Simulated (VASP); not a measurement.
Runs of VASP 6.6.1 on Ta. The structure is cubic, space group Im-3m (No. 229). The conventional cell has a = 3.310 Å, b = 3.310 Å, c = 3.310 Å, α = 90.00°, β = 90.00°, γ = 90.00°. Around Ta (site symmetry m-3m) lie 8 Ta at 2.87 Å. 

| task | level | potentials or basis | cell | k mesh | cutoff (eV) | mesh quality | gap on the mesh (eV) | pressure (GPa) | relaxed volume (Å³/atom) |
| --- | --- | --- | --- | --- | --- | --- | --- | --- | --- |
| relaxation of cell and atoms | PBEsol | VASP PAW PBE potentials, release 64 (Ta) | relaxed | 18 × 18 × 18 | 580 | not flagged | none | 0.0 | 17.52 |
| relaxation of cell and atoms | PBEsol | VASP PAW PBE potentials, release 64 (Ta_pv) | relaxed | 6 × 6 × 6 | 600 | coarse | none | 0.0 | 17.86 |
| relaxation of cell and atoms | PBE+D3(BJ) | VASP PAW PBE potentials, release 64 (Ta_pv) | relaxed | 18 × 18 × 18 | 600 | not flagged | none | 0.0 | (a) |
| relaxation of cell and atoms | PBEsol | VASP PAW PBE potentials, release 64 (Ta_pv) | relaxed | 18 × 18 × 18 | 600 | not flagged | none | 0.0 | 17.67 |
| relaxation of cell and atoms | RPBE | VASP PAW PBE potentials, release 64 (Ta_pv) | relaxed | 18 × 18 × 18 | 600 | not flagged | none | 0.0 | (b) |
| relaxation of cell and atoms | PBEsol | VASP PAW PBE potentials, release 64 (Ta_pv) | relaxed | 18 × 18 × 18 | 480 | not flagged | none | 0.0 | 17.67 |
| single point | PBEsol | VASP PAW PBE potentials, release 64 (Ta_pv) | as given | 18 × 18 × 18 | 520 | not flagged | none | (c) | - |
| relaxation of cell and atoms | PBE | VASP PAW PBE potentials, release 64 (Ta_pv) | relaxed | 18 × 18 × 18 | 600 | not flagged | none | 0.0 | 18.29 |
| relaxation of cell and atoms | LDA | VASP PAW LDA potentials, release 64 (Ta_pv) | relaxed | 18 × 18 × 18 | 600 | not flagged | none | 0.0 | 17.28 |
| relaxation of cell and atoms | PBEsol | VASP PAW PBE potentials, release 64 (Ta_pv) | relaxed | 18 × 18 × 18 | 300 | not flagged | none | 0.0 | 17.62 |

Alike in all rows: no spin polarisation; smearing gaussian 0.1 eV.

**Question.** Estimate the missing entries.

**Answer.** (a) 17.74; (b) 18.61; (c) -5.1.

Caveats: some runs use coarse meshes; the PAW data sets were made with another functional, which shifts forces and pressure a little (some runs); pairwise dispersion overbinds metals, which lowers pressure and volume (some runs).

A k mesh can miss the band edges, and the runs leave out spin-orbit coupling on Ta.

A gap of «none» marks a metal or a gap under the smearing width.

Not every run made on this cell is shown here.
